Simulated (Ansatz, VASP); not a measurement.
NbTe: VASP beside Ansatz

```xyz
2
Lattice="3.7030 0.0000 0.0000 -1.8515 3.2069 0.0000 0.0000 0.0000 3.6942" Properties=species:S:1:pos:R:3 pbc="T T T"
Te    1.8515    1.0690    0.0000
Nb    0.0000    0.0000    1.8471
```

The cell comes from a database or a generator and needn't be the stable form of this composition.

Alike in both runs: task single point; functional HSE(alpha, omega); k mesh 4 × 4 × 4; occupations fermi-dirac, width 0.05 eV; no spin polarisation.

|  | VASP | Ansatz |
| --- | --- | --- |
| version | VASP 6.6.1 | Ansatz 0.2.0 |
| potentials or method | VASP PAW PBE potentials, release 64 (Te, Nb_sv) | Ansatz PAW |
| plane-wave cutoff (eV) | 520 | 420 |
| valence electrons in the cell | 19 | 29 |

Ansatz gave:

| Property | Result |
| --- | --- |
| gap on the k mesh at the Fermi level (eV) | none |
| pressure (GPa) | -5.3 |
| largest component of the traceless stress (GPa) | 2.60 |

Problem. What did VASP give for the same quantities?

Solution. gap on the k mesh at the Fermi level (eV): none; pressure (GPa): -6.0; largest component of the traceless stress (GPa): 2.73.

A gap of «none» marks a metal or a gap that the smearing closes. The two sets of potentials don't hold the same shells in valence.

Caveats: the k mesh is coarse (spacing up to 0.49 Å⁻¹), so the values aren't converged, least of all with exact exchange; the PAW data sets were made with another functional, which shifts forces and pressure a little (VASP); the PAW data sets come from PBE, with cores solved anew for the run's functional, which leaves a small shift of forces and pressure (Ansatz); the thresholds are loose for stress (Ansatz). Spin-orbit coupling is left out, which matters for the levels of Te.
